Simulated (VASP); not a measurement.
# SrTiO3 (Tausonite): the relaxed cell at several levels of theory, part 3 of 3

How much does the relaxed cell of SrTiO3 (Tausonite) depend on the functional? The starting structure is a measured crystal structure from the Crystallography Open Database. The first relaxation on each setting starts from this cell expanded by 3 % in volume.

VASP 6.6.1.

Results so far: PBEsol 11.83 Å³ an atom; LDA 11.51 Å³ an atom; PBE 12.24 Å³ an atom; PBEsol + D3(BJ) 11.60 Å³ an atom; r2SCAN 11.99 Å³ an atom; r2SCAN + rVV10 11.90 Å³ an atom.

## Step 8: Relaxation with vdW-DF-cx (continued)

Level of this step: vdW-DF-cx; plane waves and PAW (Sr_sv, Ti_sv, O) (VASP).

From OUTCAR (step 8):

```text
  Total       -0.0124180     -0.0124180     -0.0124180     -0.0000000     -0.0000000     -0.0000000
  in kB       -0.3342858     -0.3342858     -0.3342858     -0.0000000     -0.0000000     -0.0000000
  external PRESSURE =      -0.3342858 kB  Pullay stress =       0.0000000 kB

 POSITION                                       TOTAL-FORCE (eV/Angst)
 -----------------------------------------------------------------------------------
      1.95217      1.95217      1.95217         0.000000      0.000000      0.000000
      0.00000      0.00000      0.00000         0.000000      0.000000      0.000000
      0.00000      0.00000      1.95217         0.000000      0.000000      0.000000
      0.00000      1.95217      0.00000         0.000000      0.000000      0.000000
      1.95217      0.00000      0.00000         0.000000      0.000000      0.000000
 -----------------------------------------------------------------------------------
    total drift:                                0.000000     -0.000000      0.000000

  FREE ENERGIE OF THE ION-ELECTRON SYSTEM (eV)
  ---------------------------------------------------
  free  energy   TOTEN  =       -31.0926988969 eV

  energy  without entropy=      -31.0926988969  energy(sigma->0) =      -31.09269890

[... 2 parts as in an earlier step ...]

[... 2 further parts left out ...]
[key lines of the parts left out:]
E-fermi :   4.2223
```

With vdW-DF-cx the relaxed cell holds 11.904 Å³ an atom, -0.07 % against the measured cell, with a = 3.904 Å. That is +0.63 % from PBEsol. Pressures at 0.985 and 1.015 times this volume, from two more relaxations that aren't shown, give a bulk modulus of 183.3 GPa.

## Step 9: Relaxation with PBEsol + D4

D4 lets the coefficients depend on atomic charges too. This run starts from the cell of an earlier relaxation, which isn't shown; the restart sets up the plane waves anew.

Contents of INCAR:

```
SYSTEM = SrTiO3
PREC = Accurate
ENCUT = 520
EDIFF = 1E-06
NELM = 100
ISMEAR = 0
SIGMA = 0.03
LREAL = .FALSE.
ALGO = Normal
GGA = PS
IVDW = 13
NBANDS = 26
LASPH = .TRUE.
LORBIT = 11
LWAVE = .FALSE.
LCHARG = .FALSE.
KPAR = 16
IBRION = 2
NSW = 50
ISIF = 3
EDIFFG = -0.006
```

Contents of POSCAR:

```
SrTiO3
1.0
    3.8843208100      0.0000000000      0.0000000000
    0.0000000000      3.8843208100      0.0000000000
    0.0000000000      0.0000000000      3.8843208100
Sr Ti O
1 1 3
Direct
    0.5000000000      0.5000000000      0.5000000000
    0.0000000000      0.0000000000      0.0000000000
    0.0000000000      0.0000000000      0.5000000000
    0.0000000000      0.5000000000      0.0000000000
    0.5000000000      0.0000000000      0.0000000000
```

Contents of KPOINTS:

```
Automatic mesh
0
Gamma
6 6 6
0 0 0
```

Potentials, in the order of the species: Sr_sv, Ti_sv and O (PBE family, release 64).

On the command line:

```console
> mpirun -np 16 vasp_std
```

The program printed:

```text
[... set-up lines as in an earlier step ...]
 entering main loop
       N       E                     dE             d eps       ncg     rms          rms(c)
DAV:   1     0.430384042685E+03    0.43038E+03   -0.21172E+04  1040   0.166E+03
DAV:   2    -0.851513178783E+01   -0.43890E+03   -0.42538E+03  1200   0.460E+02
DAV:   3    -0.494572869181E+02   -0.40942E+02   -0.40630E+02  1268   0.140E+02
DAV:   4    -0.515375081455E+02   -0.20802E+01   -0.20767E+01  1700   0.279E+01
[...]
DAV:  14    -0.420123192086E+02   -0.78565E-06   -0.60516E-05  1304   0.826E-02    0.236E-02
DAV:  15    -0.420123149209E+02    0.42877E-05   -0.48199E-05  1430   0.613E-02    0.179E-02
DAV:  16    -0.420123141022E+02    0.81866E-06   -0.76696E-06  1196   0.359E-02
   1 F= -.42585083E+02 E0= -.42585083E+02  d E =-.425851E+02
[...]
reached required accuracy - stopping structural energy minimisation
```

Run time: 26 s. Hardware: 16 MPI ranks of AMD EPYC 7571, shared host; peak memory 2.7 GiB; 6.1 min of CPU time.

OUTCAR, selected parts (step 9):

```text
  Edisp (eV):   -0.57277

  Total      -0.01489    -0.01489    -0.01489    -0.00000    -0.00000    -0.00000
  in kB      -0.40720    -0.40720    -0.40720    -0.00000    -0.00000    -0.00000
  external pressure =       -0.41 kB  Pullay stress =        0.00 kB

 POSITION                                       TOTAL-FORCE (eV/Angst)
 -----------------------------------------------------------------------------------
      1.94216      1.94216      1.94216         0.000000      0.000000      0.000000
      0.00000      0.00000      0.00000         0.000000      0.000000      0.000000
      0.00000      0.00000      1.94216         0.000000      0.000000      0.000000
      0.00000      1.94216      0.00000         0.000000      0.000000      0.000000
      1.94216      0.00000      0.00000         0.000000      0.000000      0.000000
 -----------------------------------------------------------------------------------
    total drift:                               -0.000000     -0.000000      0.000000

  FREE ENERGIE OF THE ION-ELECTRON SYSTEM (eV)
  ---------------------------------------------------
  free  energy   TOTEN  =       -42.5850832867 eV

  energy  without entropy=      -42.5850832867  energy(sigma->0) =      -42.58508329

[... 2 parts as in an earlier step ...]

[... 2 further parts left out ...]
[key lines of the parts left out:]
E-fermi :   4.3785
```

With PBEsol + D4 the relaxed cell holds 11.721 Å³ an atom, -1.60 % against the measured cell, with a = 3.884 Å. That is -0.91 % from PBEsol. Pressures at 0.985 and 1.015 times this volume, from two more relaxations that aren't shown, give a bulk modulus of 188.2 GPa.

## Step 10: All runs side by side

```tsv
level	volume (Å³/atom)	against the measured cell (%)	a (Å)	bulk modulus (GPa)	pressure left (GPa)	core minutes
PBEsol	11.829	-0.7	3.8961	185.0	-0.02	25.7
LDA	11.514	-3.34	3.8613	201.3	-0.06	27.3
PBE	12.243	2.78	3.9411	169.6	0.03	13.9
PBEsol + D3(BJ)	11.605	-2.58	3.8714	193.6	-0.07	22.4
r2SCAN	11.987	0.63	3.9134	191.2	0.02	62.5
r2SCAN + rVV10	11.902	-0.08	3.9042	189.6	0.0	123.0
vdW-DF-cx	11.904	-0.07	3.9043	183.3	-0.03	133.0
PBEsol + D4	11.721	-1.6	3.8843	188.2	-0.04	22.5
```

Core minutes are wall time times ranks, summed over the relaxations behind a row (those for a bulk modulus apart), on shared hosts.

## Step 11: Summary of results

```json
{
  "volume, PBEsol": "11.83 Å³/atom",
  "volume, LDA": "11.51 Å³/atom",
  "volume, PBE": "12.24 Å³/atom",
  "volume, PBEsol + D3(BJ)": "11.60 Å³/atom",
  "volume, r2SCAN": "11.99 Å³/atom",
  "volume, r2SCAN + rVV10": "11.90 Å³/atom",
  "volume, vdW-DF-cx": "11.90 Å³/atom",
  "volume, PBEsol + D4": "11.72 Å³/atom"
}
```

What this shows: Across 8 levels the volume of SrTiO3 (Tausonite) spans 6.3 %, from 11.51 Å³ an atom (LDA) to 12.24 Å³ (PBE). Against the measured volume of the starting structure, vdW-DF-cx comes nearest (-0.1 %) and LDA lies farthest (-3.3 %). The measured cell holds zero-point expansion and, unless it was taken cold, thermal expansion, which the runs lack, so small differences decide nothing. Adding D3(BJ) to PBEsol changes the volume by -1.9 %. Adding rVV10 to r2SCAN changes the volume by -0.7 %. Adding D4 to PBEsol changes the volume by -0.9 %. The bulk modulus goes from 169.6 GPa (PBE) to 201.3 GPa (LDA). All runs keep the symmetry of the start, so they can't find a distortion of lower symmetry. Further runs on this material are not shown.

[Lines on the potential files, build, host, timing and source positions are cut from VASP's logs without a mark.]

[Logs are printed without paths, hosts, clocks, repeated set-up lines and the standing remarks that a program may print on its own settings, such as how far it seeks lower states.]

[Hosts, paths, dates, database ids (printed as entryN), source tags and the programs' standing remarks are cut or masked in the printed files.]
